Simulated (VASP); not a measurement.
Level of theory: vdW-DF-cx, VASP's PBE PAW potentials (set 64) (plane waves; VASP 6.6.1).

VASP ran on this input.

**INCAR**
```
# general
SYSTEM  =SrVO3
PREC    =Accurate
ENCUT   =520   # plane-wave cut-off (eV)
LREAL   =.FALSE.   # projection in real space or not
LASPH   =.TRUE.
ICHARG  =11

# electronic loop
EDIFF   =1E-7
NELM    =100   # most electronic steps
ALGO    =Normal   # blocked Davidson
LMAXMIX =4   # l cut-off of mixed one-centre charges

# smearing
ISMEAR  =0   # Gaussian
SIGMA   =0.05

# functional
GGA     =CX
LUSE_VDW=.TRUE.
AGGAC   =0.0

# output
LWAVE   =.FALSE.
LCHARG  =.FALSE.
LORBIT  =11   # lm-projected
```

File POSCAR:
```
SrVO3
3.8227680
  0.9999999369   0.0000000000   0.0000000000
  0.0000000000   0.9999999369   0.0000000000
  0.0000000000   0.0000000000   0.9999999369
Sr V O
1 1 3
Cartesian
  0.0000000000   0.0000000000   0.0000000000
  0.4999999684   0.4999999684   0.4999999684
  0.4999999684   0.0000000000   0.4999999684
  0.0000000000   0.4999999684   0.4999999684
  0.4999999684   0.4999999684   0.0000000000
```

**KPOINTS**
```
k-points along high-symmetry lines
15
Line-mode
Reciprocal
  0.000000   0.000000   0.000000 ! GAMMA
  0.000000   0.500000   0.000000 ! X

  0.000000   0.500000   0.000000 ! X
  0.500000   0.500000   0.000000 ! M

  0.500000   0.500000   0.000000 ! M
  0.000000   0.000000   0.000000 ! GAMMA

  0.000000   0.000000   0.000000 ! GAMMA
  0.500000   0.500000   0.500000 ! R

  0.500000   0.500000   0.500000 ! R
  0.000000   0.500000   0.000000 ! X

  0.500000   0.500000   0.500000 ! R
  0.500000   0.500000   0.000000 ! M
```

POTCAR, in this order: Sr_sv V_sv O (PBE.64 set). Program: vasp_std. Read from the step before: CHGCAR.

Output of the run:

### OSZICAR
```
       N       E                     dE             d eps       ncg     rms          rms(c)
DAV:   1     0.424495748586E+03    0.42450E+03   -0.24621E+04  4336   0.180E+03
DAV:   2    -0.807928634713E-01   -0.42458E+03   -0.41981E+03  5088   0.482E+02
DAV:   3    -0.283617454528E+02   -0.28281E+02   -0.27337E+02  5288   0.120E+02
DAV:   4    -0.291801707476E+02   -0.81843E+00   -0.81828E+00  6424   0.188E+01
DAV:   5    -0.291945630372E+02   -0.14392E-01   -0.14392E-01  5344   0.201E+00
DAV:   6    -0.291950839493E+02   -0.52091E-03   -0.52091E-03  5872   0.281E-01
DAV:   7    -0.291950913078E+02   -0.73585E-05   -0.73587E-05  5712   0.312E-02
DAV:   8    -0.291950913947E+02   -0.86923E-07   -0.87305E-07  4672   0.350E-03
   1 F= -.29195091E+02 E0= -.29194139E+02  d E =-.190469E-02
```

**OUTCAR**
```
 val. band max:        5.6302891879   @ k =   0.0714   0.0714   0.0714

 cond. band min:       5.6554816116   @ k =   0.0000   0.1071   0.0000



 k-point     1 :       0.0000    0.0000    0.0000
  band No.  band energies     occupation
      1     -59.2753      2.00000
      2     -33.2595      2.00000
      3     -33.2595      2.00000
      4     -33.2595      2.00000
      5     -28.1256      2.00000
      6     -13.4543      2.00000
      7     -12.2362      2.00000
      8     -12.2362      2.00000
      9     -10.1620      2.00000
     10     -10.1620      2.00000
     11     -10.1620      2.00000
     12       1.0786      2.00000
     13       1.0786      2.00000
     14       1.0786      2.00000
     15       3.0043      2.00000
     16       3.0043      2.00000
     17       3.0043      2.00000
     18       3.8853      2.00000
     19       3.8853      2.00000
     20       3.8853      2.00000
     21       5.3413      2.00000
     22       5.3413      2.00000
     23       5.3413      2.00000
     24       7.6701      0.00000

 k-point     2 :       0.0000    0.0357    0.0000
  band No.  band energies     occupation
      1     -59.2753      2.00000
      2     -33.2600      2.00000
      3     -33.2594      2.00000
      4     -33.2594      2.00000
      5     -28.1252      2.00000
      6     -13.4543      2.00000
      7     -12.2395      2.00000
      8     -12.2356      2.00000
      9     -10.1612      2.00000
     10     -10.1612      2.00000
     11     -10.1515      2.00000
     12       1.0592      2.00000
     13       1.0776      2.00000
     14       1.0776      2.00000
     15       2.9814      2.00000
     16       2.9814      2.00000
     17       2.9909      2.00000
     18       3.8363      2.00000
     19       3.8700      2.00000
     20       3.8700      2.00000
     21       5.3429      2.00000
     22       5.3814      2.00000
     23       5.3814      2.00000
     24       7.6707      0.00000

...
```

The density is held fixed in this step, so its total energy and stress have no physical meaning.

The compound is SrVO3 in the cubic perovskite structure. It was relaxed first. The run is not spin-polarised, so no magnetic state was tried. The electron count is odd and the run is not spin-polarised, which forces a metal.
